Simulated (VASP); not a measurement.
Input of a VASP 6.6.1 run:

POSCAR

```
SrLi2NiS4
1.0
   -3.2067824400      3.2067824400      3.8130808600
    3.2067824400     -3.2067824400      3.8130808600
    3.2067824400      3.2067824400     -3.8130808600
Ni Sr Li S
1 1 2 4
Direct
    0.0000000000      0.0000000000      0.0000000000
    0.5000000000      0.5000000000      0.0000000000
    0.2500000000      0.7500000000      0.5000000000
    0.7500000000      0.2500000000      0.5000000000
    0.0352600000      0.0352600000      0.4132000000
    0.9647400000      0.3779400000      0.0000000000
    0.6220600000      0.6220600000      0.5868000000
    0.3779400000      0.9647400000      0.0000000000
```

File INCAR.step1:

```
SYSTEM = SrLi2NiS4
  PREC = Accurate
  ENCUT = 520
  ISMEAR = -5
  SIGMA = 0.0609
  LREAL = .FALSE.
  LASPH = .TRUE.
  NELM = 100
  LMAXMIX = 4
  GGA = PE
  ALGO = Normal
  EDIFF = 1E-4
  LWAVE = .TRUE.
  LCHARG = .FALSE.
```

The input INCAR.step2:

```
SYSTEM = SrLi2NiS4
  PREC = Accurate
  ENCUT = 520
  EDIFF = 1E-6
  ISMEAR = 0
  SIGMA = 0.0609
  LREAL = .FALSE.
  LASPH = .TRUE.
  NELM = 100
  ALGO = Normal
  ISIF = 2
  LWAVE = .FALSE.
  LCHARG = .FALSE.
  LMAXMIX = 4
  METAGGA = R2SCAN
  LMIXTAU = .TRUE.
  LORBIT = 11
  ISTART = 1
```

File KPOINTS:

```
Automatic mesh
0
G
  5 5 5
  0 0 0
```

Potentials or basis: VASP PAW PBE potentials, release 64 (Ni, Sr_sv, Li_sv, S).

Command:

```console
$ cat potpaw_PBE.64/Ni/POTCAR potpaw_PBE.64/Sr_sv/POTCAR potpaw_PBE.64/Li_sv/POTCAR potpaw_PBE.64/S/POTCAR > POTCAR
$ cp INCAR.step1 INCAR
$ mpirun -np 1 vasp_std > vasp.out
$ cp INCAR.step2 INCAR
$ mpirun -np 1 vasp_std > vasp.out
```

Predict the band gap on the k mesh.

none (metal or under the smearing width).

What does it give for the largest force?

1.482 eV/Å.

Forces on the atoms (eV/Å):
```
Ni   0.000  0.000  0.000
Sr   0.000  0.000  0.000
Li   0.000  0.000  0.000
Li   0.000  0.000  0.000
S   -0.805 -0.805  0.948
S   -0.805  0.805 -0.948
S    0.805  0.805  0.948
S    0.805 -0.805 -0.948
```

Caveat: the PAW data sets were made with another functional, which shifts forces and pressure a little; the run has no spin polarisation, though such a crystal can be magnetic. With open d or f shells a metallic result of r2SCAN can be an artefact of self-interaction; +U or a hybrid may open a gap.
